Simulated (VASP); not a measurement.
An input for Ansatz (written as the equivalent of a VASP run, and not itself run):

Ansatz 0.2 input:
```yaml
crystal:
  lattice:
    - [3.6600000, 0.0000000, 0.0000000]
    - [-1.8300000, 3.1696530, 0.0000000]
    - [0.0000000, 0.0000000, 18.7300000]
  atoms:
    - { symbol: Zr, position: [0.0000000, 0.0000000, 0.3446340] }
    - { symbol: Zr, position: [0.0000000, 0.0000000, 0.6553660] }
    - { symbol: S, position: [0.3333330, 0.6666670, 0.4223170] }
    - { symbol: S, position: [0.6666670, 0.3333330, 0.2669510] }
    - { symbol: S, position: [0.3333330, 0.6666670, 0.7330490] }
    - { symbol: S, position: [0.6666670, 0.3333330, 0.5776830] }
kpoints:
  mp_grid: { grid: [2, 2, 1] }
hamiltonian:
  xc: pbe
  pseudopotentials: { kind: paw }
scf:
  occupations: { method: gaussian, width: 0.1 }
  max_iter: 100
output: { forces: true, stress: true, eigenvalues: true }
```

Q: Write the VASP files for the same calculation (PBE).

A: Several could match; the one computed here: 
**KPOINTS**
```
Regular mesh
0
Gamma
 2 2 1
0 0 0
```

**INCAR**
```
ALGO = Normal
EDIFF = 1E-6
ENCUT = 300
GGA = PE
ISIF = 2
ISMEAR = 0
LASPH = .TRUE.
LCHARG = .FALSE.
LMAXMIX = 4
LREAL = .FALSE.
LWAVE = .FALSE.
NELM = 100
PREC = Accurate
SIGMA = 0.1
SYSTEM = ZrS2
```

File POSCAR:
```
ZrS2
37.460
  0.0977042178   0.0000000000   0.0000000000
 -0.0488521089   0.0846143353   0.0000000000
  0.0000000000   0.0000000000   0.5000000000
Zr S
2 4
Cart
  0.0000000000   0.0000000000   0.1723170000
  0.0000000000   0.0000000000   0.3276830000
 -0.0000000489   0.0564095851   0.2111585000
  0.0488521578   0.0282047502   0.1334755000
 -0.0000000489   0.0564095851   0.3665245000
  0.0488521578   0.0282047502   0.2888415000
```

POTCAR, in this order: Zr_sv S (PBE.64 set). Program: vasp_std.

The two are equivalent in intent, not identical: each code has its own PAW files, so the cut-off isn't converted (ENCUT is set for VASP's; basis.ecutwfc is left out, and Ansatz then takes the one that its files recommend); Ansatz stops its SCF on the density residual and VASP on the energy change (EDIFF).

The cell is a sheet with vacuum, built from a generated structure.
